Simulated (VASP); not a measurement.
# ErO (P6_3/mmc) in VASP: equation of state, part 2 of 2

VASP 6.6.1. The steps go on from the part before.

### 4 Equation of state, PBE, collinear spin, ferromagnetic start, 15.87 Å³/atom (volume scaled by 0.98)

Contents of INCAR:

```
SYSTEM = ErO
  PREC = Accurate
  ENCUT = 520
  EDIFF = 1E-7
  ISMEAR = -1
  SIGMA = 0.05
  LREAL = .False.
  LASPH = .True.
  NELM = 100
  ALGO = Normal
  ISIF = 2
  LWAVE = .False.
  LCHARG = .False.
  ISPIN = 2
  MAGMOM = 3 3 0 0
  LORBIT = 11
  LMAXMIX = 6
  GGA = PE
  NBANDS = 40
```

Contents of KPOINTS:

```
regular mesh
0
Gamma
  8 8 6
  0 0 0
```

Contents of POSCAR:

```
ErO
1.0
    3.9366459235      0.0000000000      0.0000000000
   -1.9683229618      3.4092353755      0.0000000000
    0.0000000000      0.0000000000      4.7288672252
Er O
2 2
Direct
    0.6666666667      0.3333333333      0.2500000000
    0.3333333333      0.6666666667      0.7500000000
    0.6666666667      0.3333333333      0.7500000000
    0.3333333333      0.6666666667      0.2500000000
```

Potentials or basis: VASP PAW PBE potentials, release 64 (Er, O).

Started as:

```bash
$ cat potpaw_PBE.64/Er/POTCAR potpaw_PBE.64/O/POTCAR > POTCAR
$ mpirun -np 1 vasp_std > vasp.out
```

OUTCAR:

```text
SYSTEM = ErO
   PREC = Accurate
   ENCUT = 520
   EDIFF = 1E-7
   ISMEAR = -1
   LREAL = .False.
   LASPH = .True.
   NELM = 100
   ISIF = 2
   ISPIN = 2
   LORBIT = 11
   GGA = PE

 Found     40 irreducible k-points:

 Following reciprocal coordinates:
            Coordinates               Weight
  0.000000  0.000000  0.000000      1.000000
  0.125000  0.000000  0.000000      6.000000
  0.250000  0.000000  0.000000      6.000000
  0.375000 -0.000000  0.000000      6.000000
  0.500000  0.000000  0.000000      3.000000
  0.125000  0.125000  0.000000      6.000000
   k-points           NKPTS =     40   k-points in BZ     NKDIM =     40   number of bands    NBANDS=     40
   number of dos      NEDOS =    301   number of ions     NIONS =      4
   total plane-waves  NPLWV =  32400
   dimension x,y,z NGX =    30 NGY =   30 NGZ =   36
   dimension x,y,z NGXF=    60 NGYF=   60 NGZF=   72
   ions per type =               2   2
[... 341 lines left out ...]
      6     -18.2272      1.00000
[... 247 lines left out ...]
     39      10.9923      0.00000
     40      11.1793      0.00000

 [... further k-points ...]
[... 5 lines left out ...]
  --------------------------------------------------------------------------------------
  -------------------------------------------------------------------------------------
  Total        2.4437137      2.4437137      3.5702679     -0.0000000      0.0000000     -0.0000000
  in kB       61.6908056     61.6908056     90.1303226     -0.0000000      0.0000000     -0.0000000
  external PRESSURE =      71.1706446 kB  Pullay stress =       0.0000000 kB

 VOLUME and BASIS-vectors are now :
 -----------------------------------------------------------------------------
  energy-cutoff  :      520.00
  volume of cell :       63.47
      direct lattice vectors                 reciprocal lattice vectors
     3.936645923  0.000000000  0.000000000     0.254023354  0.146660452  0.000000000
    -1.968322962  3.409235376  0.000000000     0.000000000  0.293320903  0.000000000
     0.000000000  0.000000000  4.728867225     0.000000000  0.000000000  0.211467134

 POSITION                                       TOTAL-FORCE (eV/Angst)
 -----------------------------------------------------------------------------------
      1.96832      1.13641      1.18222        -0.000000     -0.000000     -0.000000
     -0.00000      2.27282      3.54665         0.000000      0.000000      0.000000
      1.96832      1.13641      3.54665         0.000000      0.000000      0.000000
     -0.00000      2.27282      1.18222        -0.000000      0.000000      0.000000
 -----------------------------------------------------------------------------------
    total drift:                               -0.000000     -0.000000     -0.000000

  FREE ENERGIE OF THE ION-ELECTRON SYSTEM (eV)
  ---------------------------------------------------
  free  energy   TOTEN  =       -31.5660452162 eV

  energy  without entropy=      -31.4817741474  energy(sigma->0) =      -31.52390968

 total charge

# of ion       s       p       d       f       tot
--------------------------------------------------
    1        2.067   5.830   0.467  11.409  19.772
    2        2.067   5.830   0.467  11.409  19.772
    3        1.560   3.477   0.000   0.000   5.038
    4        1.560   3.477   0.000   0.000   5.038
--------------------------------------------------
tot          7.254  18.614   0.934  22.817  49.620

 magnetization (x)

# of ion       s       p       d       f       tot
--------------------------------------------------
    1       -0.004  -0.028  -0.040   2.397   2.325
    2       -0.004  -0.028  -0.040   2.397   2.325
    3       -0.003  -0.018   0.000   0.000  -0.021
    4       -0.003  -0.018   0.000   0.000  -0.021
--------------------------------------------------
tot         -0.014  -0.093  -0.080   4.795   4.608
```

OSZICAR:

```text
N       E                     dE             d eps       ncg     rms          rms(c)
DAV:   1     0.669960752064E+03    0.66996E+03   -0.17067E+04 10328   0.841E+03
[... 13 lines left out ...]
DAV:  89    -0.315660466098E+02    0.48826E-05   -0.70752E-06 12328   0.427E-02    0.159E-01
DAV:  90    -0.315660449564E+02    0.16534E-05   -0.74054E-06 12360   0.298E-02    0.194E-01
DAV:  91    -0.315660443845E+02    0.57190E-06   -0.74089E-06 12096   0.396E-02    0.362E-01
DAV:  92    -0.315660450407E+02   -0.65621E-06   -0.61048E-06 11712   0.216E-02    0.337E-01
DAV:  93    -0.315660451426E+02   -0.10187E-06   -0.93163E-07  8968   0.187E-02    0.224E-01
DAV:  94    -0.315660452624E+02   -0.11987E-06   -0.42575E-07  8024   0.949E-03    0.129E-01
DAV:  95    -0.315660452162E+02    0.46197E-07   -0.30739E-07  6312   0.824E-03
   1 F= -.31566045E+02 E0= -.31523910E+02  d E =-.842711E-01  mag=     4.1939
```

stdout:

```text
POSCAR found type information on POSCAR ErO
 POSCAR found :  2 types and       4 ions
 scaLAPACK will be used
 LDA part: xc-table for (Slater+PW92), standard interpolation
 POSCAR, INCAR and KPOINTS ok, starting setup
 FFT: planning ... GRIDC
 FFT: planning ... GRID_SOFT
 FFT: planning ... GRID
 WAVECAR not read
 entering main loop
```

Wall time 19 min (1 thread of Intel Xeon 6975P-C (Granite Rapids), shared host); peak memory 0.32 GiB.

Results:

- Free energy: -31.5660 eV
- Pressure: 7.1 GPa
- Band gap on the k mesh: none (metal or under the smearing width)
- Net moment: 4.19 μB per cell
- Site moments: Er +2.33; O -0.02 μB
- Valence electrons inside the program's atomic spheres: Er 19.77; O 5.04

Caveat: the magnetic or orbital state may not be the lowest; spin-orbit coupling is left out, which moves the levels of the heavy elements; without U or exact exchange the open f shell lies at the Fermi level, which spoils levels, moments and volumes.

### 5 Equation of state, PBE, collinear spin, ferromagnetic start, 16.51 Å³/atom (volume scaled by 1.02)

Contents of INCAR:

```
ALGO     = Normal         # electronic algorithm
EDIFF    = 1E-7           # SCF threshold, eV
ENCUT    = 520            # plane-wave cutoff, eV
GGA      = PE             # functional
ISIF     = 2              # what is computed and relaxed
ISMEAR   = -1             # smearing method
ISPIN    = 2              # spin polarisation
LASPH    = True           # aspherical terms in the spheres
LCHARG   = False          # write CHGCAR
LMAXMIX  = 6              # l up to which the mixer works
LORBIT   = 11             # projections on sites
LREAL    = False          # projectors in reciprocal space
LWAVE    = False          # write WAVECAR
MAGMOM   = 3 3 0 0        # initial moments
NBANDS   = 40             # bands
NELM     = 150            # most SCF steps
PREC     = Accurate       # precision mode
SIGMA    = 0.05           # smearing width, eV
```

Contents of KPOINTS:

```
k-points
0
Gamma
  8 8 6
```

Contents of POSCAR:

```
ErO
1.0
    3.9894931144      0.0000000000      0.0000000000
   -1.9947465573      3.4550023853      0.0000000000
    0.0000000000      0.0000000000      4.7923495281
Er O
2 2
Direct
    0.6666666667      0.3333333333      0.2500000000
    0.3333333333      0.6666666667      0.7500000000
    0.6666666667      0.3333333333      0.7500000000
    0.3333333333      0.6666666667      0.2500000000
```

Started as:

```bash
$ cat potpaw_PBE.64/Er/POTCAR potpaw_PBE.64/O/POTCAR > POTCAR
$ mpirun -np 1 vasp_std > vasp.out
```

It took 7.5 min on 1 thread of Intel Xeon 6975P-C (Granite Rapids), shared host; peak memory 0.32 GiB.

Results (log left out):

* Free energy: -31.6441 eV
* Pressure: 2.4 GPa
* Band gap on the k mesh: none (metal or under the smearing width)
* Net moment: 4.19 μB per cell
* Site moments: Er +2.32; O -0.02 μB
* Valence electrons inside the program's atomic spheres: Er 19.74; O 5.02

Caveat: the magnetic or orbital state may not be the lowest; spin-orbit coupling is left out, which moves the levels of the heavy elements; without U or exact exchange the open f shell lies at the Fermi level, which spoils levels, moments and volumes.

### 6 Equation of state, PBE, collinear spin, ferromagnetic start, 16.84 Å³/atom (volume scaled by 1.04)

Contents of INCAR:

```
SYSTEM = ErO
ALGO = Normal
EDIFF = 1E-7
ENCUT = 520
GGA = PE
ISIF = 2
ISMEAR = -1
ISPIN = 2
LASPH = .TRUE.
LCHARG = .FALSE.
LMAXMIX = 6
LORBIT = 11
LREAL = .FALSE.
LWAVE = .FALSE.
MAGMOM = 3 3 0 0
NBANDS = 40
NELM = 100
PREC = Accurate
SIGMA = 0.05
```

Contents of KPOINTS:

```
k-points
0
G
  8 8 6
  0 0 0
```

Contents of POSCAR:

```
ErO
1.0
    4.0153996398      0.0000000000      0.0000000000
   -2.0076998199      3.4774380944      0.0000000000
    0.0000000000      0.0000000000      4.8234695529
Er O
2 2
Direct
    0.6666666667      0.3333333333      0.2500000000
    0.3333333333      0.6666666667      0.7500000000
    0.6666666667      0.3333333333      0.7500000000
    0.3333333333      0.6666666667      0.2500000000
```

Potentials or basis: VASP PAW PBE potentials, release 64 (Er, O).

Started as:

```bash
$ cat potpaw_PBE.64/Er/POTCAR potpaw_PBE.64/O/POTCAR > POTCAR
$ mpirun -np 1 vasp_std > vasp.out
```

It took 6.1 min on 1 thread of Intel Xeon 6975P-C (Granite Rapids), shared host; peak memory 0.32 GiB.

Results (log left out):

```
Free energy                                           : -31.6573 eV
Pressure                                              : 0.5 GPa
Band gap on the k mesh                                : none (metal or under the smearing width)
Net moment                                            : 4.19 μB per cell
Site moments                                          : Er +2.32; O -0.02 μB
Valence electrons inside the program's atomic spheres : Er 19.72; O 5.01
```

Caveat: the magnetic or orbital state may not be the lowest; spin-orbit coupling is left out, which moves the levels of the heavy elements; without U or exact exchange the open f shell lies at the Fermi level, which spoils levels, moments and volumes.

### 7 Equation of state, PBE, collinear spin, ferromagnetic start, 17.16 Å³/atom (volume scaled by 1.06)

Contents of INCAR:

```
SYSTEM = ErO
  PREC = Accurate
  ENCUT = 520
  EDIFF = 1E-7
  ISMEAR = -1
  SIGMA = 0.05
  LREAL = .FALSE.
  LASPH = .TRUE.
  NELM = 100
  ALGO = Normal
  ISIF = 2
  LWAVE = .FALSE.
  LCHARG = .FALSE.
  ISPIN = 2
  MAGMOM = 3 3 0 0
  LORBIT = 11
  LMAXMIX = 6
  GGA = PE
  NBANDS = 40
```

Contents of KPOINTS:

```
regular mesh
0
G
  8 8 6
  0 0 0
```

Contents of POSCAR:

```
ErO
1.0
    4.0409761232      0.0000000000      0.0000000000
   -2.0204880617      3.4995879788      0.0000000000
    0.0000000000      0.0000000000      4.8541931172
Er O
2 2
Direct
    0.6666666667      0.3333333333      0.2500000000
    0.3333333333      0.6666666667      0.7500000000
    0.6666666667      0.3333333333      0.7500000000
    0.3333333333      0.6666666667      0.2500000000
```

Started as:

```bash
$ cat potpaw_PBE.64/Er/POTCAR potpaw_PBE.64/O/POTCAR > POTCAR
$ mpirun -np 1 vasp_std > vasp.out
```

It took 11 min on 1 thread of Intel Xeon 6975P-C (Granite Rapids), shared host; peak memory 0.33 GiB.

Results (log left out):

```yaml
Free_energy: -31.6555 eV
Pressure: -1.3 GPa
Band_gap_on_the_k_mesh: none (metal or under the smearing width)
Net_moment: 4.18 μB per cell
Site_moments: Er +2.31; O -0.02 μB
Valence_electrons_inside_the_program's_atomic_spheres: Er 19.71; O 5.00
```

Caveat: the magnetic or orbital state may not be the lowest; spin-orbit coupling is left out, which moves the levels of the heavy elements; without U or exact exchange the open f shell lies at the Fermi level, which spoils levels, moments and volumes.

### 8 Equation of state, PBE, collinear spin, ferromagnetic start

No new run: the results of the series are fitted here.

What came out:

* Equilibrium volume: 16.85 Å³/atom (rough: see the caveat)
* Bulk modulus at fixed shape and positions: 154 GPa (rough)

Energy against volume, from the lowest point:
| volume (Å³/atom) | energy (meV/atom) |
| --- | --- |
| 15.219 | 79.03 |
| 15.543 | 56.35 |
| 15.866 | 22.82 |
| 16.190 | 10.75 |
| 16.514 | 3.30 |
| 16.838 | 0.00 |
| 17.162 | 0.47 |

Caveat: the fit is doubtful: noisy points or a state that changes with volume; the magnetic or orbital state may not be the lowest; the cell was scaled at fixed shape and fractional positions, which overstates the stiffness of a crystal with free parameters, most of all of layers and chains; spin-orbit coupling is left out, which moves the levels of the heavy elements; without U or exact exchange the open f shell lies at the Fermi level, which spoils levels, moments and volumes.
